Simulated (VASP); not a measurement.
OSZICAR of a VASP run on TlBr:

### OSZICAR
```
       N       E                     dE             d eps       ncg     rms          rms(c)
DAV:   1    -0.237075779770E+02   -0.23708E+02   -0.13629E-05   864   0.164E-02    0.468E-03
DAV:   2    -0.237075764862E+02    0.14908E-05   -0.23837E-06   688   0.791E-03    0.150E-03
DAV:   3    -0.237075759583E+02    0.52791E-06   -0.11822E-06   640   0.560E-03    0.839E-04
DAV:   4    -0.237075759732E+02   -0.14881E-07   -0.30136E-07   512   0.216E-03
   1 F= -.23707576E+02 E0= -.23707576E+02  d E =-.433772E-13
```

Which electronic solver shows in the log?

It is blocked Davidson (ALGO = Normal, or the opening steps of other solvers). The INCAR had ALGO = Normal.

Can the final energy be trusted as converged?

The calculation finished and met its thresholds. It stopped with EDIFF = 1E-6, NELM = 100 (PBEsol GGA, plane waves, VASP's PBE PAW potentials (set 64)).

The cell is a thin slab with vacuum, built from TlBr (CsCl type): (110) face.
